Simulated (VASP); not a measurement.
Input:

```
TaO2
1.0
    4.83597     0.00000     0.00000
    0.00000     4.83597     0.00000
    0.00000     0.00000     3.11439
Ta O
2 4
Cartesian
  0.00000   0.00000   0.00000
  2.41798   2.41798   1.55719
  1.47478   1.47478   0.00000
  3.89276   0.94321   1.55719
  0.94321   3.89276   1.55719
  3.36119   3.36119   0.00000
```

Level of theory: PBEsol GGA, VASP's PBE PAW potentials (set 64) (plane waves; VASP). Run with 400 eV cut-off, 5×5×7 Γ-centred mesh, Gaussian smearing of 0.10 eV, potentials Ta_pv O.

At this cut-off the stress carries a Pulay error, which pulls relaxed volumes low. Unless said otherwise, spin-orbit coupling is left out, though it shifts the bands of the heavy elements here.

Q: What does the run give for the energy per atom (σ→0), pressure, largest force, band gap (on the k-mesh) with the smallest direct gap where there is one?

A: 
| Quantity | Value |
|---|---|
| band gap (on the k-mesh) | none (metal, semimetal or under 0.01 eV) |
| energy per atom (σ→0) | -10225 meV/atom |
| pressure | -12.90 GPa |
| largest force | 0.900 eV/Å |

The structure was generated: TaO2 was put into an ordered model structure, which need not be its known phase. The cell was not relaxed at this level.
